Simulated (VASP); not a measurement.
Here is a VASP 6.6.1 calculation.

Contents of INCAR:

```
SYSTEM = Ti2BN
PREC     = Normal         ! precision mode
ENCUT    = 520            ! plane-wave cutoff, eV
EDIFF    = 1E-4           ! SCF threshold, eV
ISMEAR   = 0              ! smearing method
SIGMA    = 0.15           ! smearing width, eV
LREAL    = .False.        ! projectors in reciprocal space
LASPH    = .True.         ! aspherical terms in the spheres
NELM     = 60             ! most SCF steps
ALGO     = Fast           ! electronic algorithm
ISIF     = 3              ! what is computed and relaxed
LWAVE    = .False.        ! write WAVECAR
LCHARG   = .False.        ! write CHGCAR
GGA      = PE             ! functional
IBRION   = 2              ! ionic algorithm
NSW      = 24             ! ionic steps
EDIFFG   = -0.08          ! ionic threshold
```

File KPOINTS:

```
Automatic mesh
0
Gamma
  4 4 2
  0 0 0
```

POSCAR

```
Ti2BN
1.0
    3.3405227400      0.0000000000      0.0000000000
    0.0000000000      3.3405227400      0.0000000000
    0.0000000000      0.0000000000      7.6367805800
Ti B N
4 2 2
Direct
    0.5000000000      0.5000000000      0.0000000000
    0.0000000000      0.0000000000      0.0000000000
    0.0000000000      0.5000000000      0.3400315300
    0.5000000000      0.0000000000      0.6599684700
    0.5000000000      0.5000000000      0.5000000000
    0.0000000000      0.0000000000      0.5000000000
    0.0000000000      0.5000000000      0.7528619800
    0.5000000000      0.0000000000      0.2471380200
```

Potentials or basis: VASP PAW PBE potentials, release 64 (Ti_sv, B, N).

Launch:

```sh
$ cat potpaw_PBE.64/Ti_sv/POTCAR potpaw_PBE.64/B/POTCAR potpaw_PBE.64/N/POTCAR > POTCAR
$ mpirun -np 1 vasp_std > vasp.out
```

Problem. What does it give for the relaxed cell?

Solution. a = 3.154 Å, b = 3.154 Å, c = 8.490 Å, α = 90.00°, β = 90.00°, γ = 90.00°.

Problem. Predict the relaxed volume.

Solution. 10.56 Å³/atom.

Problem. Predict the space group after relaxing (to 0.05 Å).

Solution. P4/nmm (No. 129).

Problem. Estimate the band gap on the k mesh.

Solution. None (metal or under the smearing width).

The path:
| step | energy change (eV) | largest force (eV/Å) | pressure (GPa) | volume (Å³) |
| --- | --- | --- | --- | --- |
| 1 | 0.0000 | 4.9594 | 7.39 | 85.22 |
| 2 | -2.9469 | 2.8743 | -13.42 | 91.35 |
| 3 | -3.3801 | 2.5990 | -17.62 | 94.00 |
| 4 | -5.1454 | 1.4821 | 2.96 | 82.54 |
| 5 | -5.1469 | 1.4401 | 2.38 | 82.72 |
| 6 | -5.2952 | 0.2020 | 1.07 | 83.70 |
| 7 | -5.2966 | 0.1558 | 1.14 | 83.78 |
| 8 | -5.2967 | 0.1435 | 1.06 | 83.81 |
| 9 | -5.3083 | 0.1508 | -0.49 | 84.59 |
| 10 | -5.3094 | 0.1474 | -0.97 | 84.91 |
| 11 | -5.3114 | 0.0506 | 0.31 | 84.47 |

Caveat: the k mesh is coarse (spacing up to 0.47 Å⁻¹), so the values aren't converged; the relaxation stopped at a loose force limit of 0.08 eV/Å, so its end isn't a converged minimum.
